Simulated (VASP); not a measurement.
A VASP calculation is set up with these files.

**INCAR**
```
# general
SYSTEM  =  C
PREC    =  Accurate
ENCUT   =  520
LREAL   =  .False.
LASPH   =  .True.

# electronic loop
EDIFF   =  1E-6
NELM    =  100
ALGO    =  Normal
IMIX    =  4
AMIX    =  0.05
BMIX    =  3.0

# smearing
ISMEAR  =  0
SIGMA   =  0.05

# functional
GGA     =  PE

# ions
ISIF    =  2

# output
LWAVE   =  .False.
LCHARG  =  .False.
```

**KPOINTS**
```
Automatic mesh
0
Gamma
11 11 11
0 0 0
```

### POSCAR
```
C
1
    0.0000000000     1.7791000000     1.7686780000
    1.7594910000     0.0000000000     1.7686780000
    1.7594910000     1.7791000000     0.0000000000
C
2
Direct
  0.0000000000   0.0000000000   0.0000000000
  0.2365770000   0.2634230000   0.2634230000
```

POTCAR, in this order: C (PBE.64 set). Program: vasp_std.

Write an equivalent input for Quantum ESPRESSO's pw.x.

One equivalent input (not run):
```
&CONTROL
  calculation = 'scf'
  pseudo_dir = './pseudo'
  outdir = './out'
  tprnfor = .true.
  tstress = .true.
/
&SYSTEM
  ibrav = 0
  nat = 2
  ntyp = 1
  ecutwfc = 82
  occupations = 'smearing'
  smearing = 'gaussian'
  degauss = 0.003675
  input_dft = 'pbe'
/
&ELECTRONS
  conv_thr = 7.3e-08
  electron_maxstep = 100
/
ATOMIC_SPECIES
  C 12.011 C.upf
CELL_PARAMETERS angstrom
     0.0000000    1.7791000    1.7686780
     1.7594910    0.0000000    1.7686780
     1.7594910    1.7791000    0.0000000
ATOMIC_POSITIONS crystal
  C    0.0000000  0.0000000  0.0000000
  C    0.2365770  0.2634230  0.2634230
K_POINTS automatic
  11 11 11 0 0 0
```
What does not carry over: the potentials are each code's own (VASP's PAW set, PseudoDojo norm-conserving files in pw.x), so ENCUT and ecutwfc are chosen apart and not converted; conv_thr bounds pw.x's estimated SCF error, while EDIFF bounds the energy change between steps.

The compound is C in the diamond structure. The cell was not relaxed at this level, atoms are displaced from their ideal sites. The run is one of a series of settings (AMIX = 0.05, BMIX = 3.0, IMIX = 4 against the base run), some of them coarse on purpose.
